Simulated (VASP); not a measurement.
An input for Ansatz (written as the equivalent of a VASP run, and not itself run):

Ansatz 0.2 input:
```yaml
crystal:
  lattice:
    - [0.0000000, 1.9705140, 1.9705140]
    - [1.9705140, 0.0000000, 1.9705140]
    - [1.9705140, 1.9705140, 0.0000000]
  atoms:
    - { symbol: Ir, position: [0.0000000, 0.0000000, 0.0000000] }
kpoints:
  mp_grid: { grid: [7, 7, 7] }
hamiltonian:
  xc: pbe
  pseudopotentials: { kind: paw }
scf:
  occupations: { method: fermi_dirac, width: 0.05 }
  max_iter: 100
output: { forces: true, stress: true, eigenvalues: true }
```

Problem. Translate this input to VASP (INCAR, KPOINTS, POSCAR, choice of POTCAR).

Solution. Several could match; the one computed here: 
**POSCAR**
```
Ir
1
    0.0000000000     1.9705140000     1.9705140000
    1.9705140000     0.0000000000     1.9705140000
    1.9705140000     1.9705140000     0.0000000000
Ir
1
Direct
  0.0000000000   0.0000000000   0.0000000000
```

INCAR:
```
LASPH = .True.
LREAL = .False.   # projection in real space or not
GGA = PE   # PBE
ISMEAR = -1   # Fermi-Dirac
EDIFF = 1E-6
LCHARG = .False.
PREC = Accurate
SYSTEM = Ir
ALGO = Normal   # blocked Davidson
ISIF = 2
SIGMA = 0.05   # width (eV)
LWAVE = .False.
LMAXMIX = 6   # l cut-off of mixed one-centre charges
ENCUT = 300   # plane-wave cut-off (eV)
NELM = 100   # most electronic steps
```

KPOINTS:
```
kpoints
0
Gamma
  7 7 7
0 0 0
```

POTCAR, in this order: Ir (PBE.64 set). Program: vasp_std.

Limits of the translation: each code has its own PAW files, so the cut-off isn't converted (ENCUT is set for VASP's; basis.ecutwfc is left out, and Ansatz then takes the one that its files recommend); Ansatz stops its SCF on the density residual and VASP on the energy change (EDIFF).

The structure comes from a computed database's Ir entry; how it stands against other phases isn't given here. The cell was not relaxed at this level. The k-mesh is coarse (spacing up to 0.39 per Å, 2π included), so the numbers may not be converged in it. The run is one of a series of settings (KPOINTS 7×7×7 Γ-centred mesh against the base run), some of them coarse on purpose.
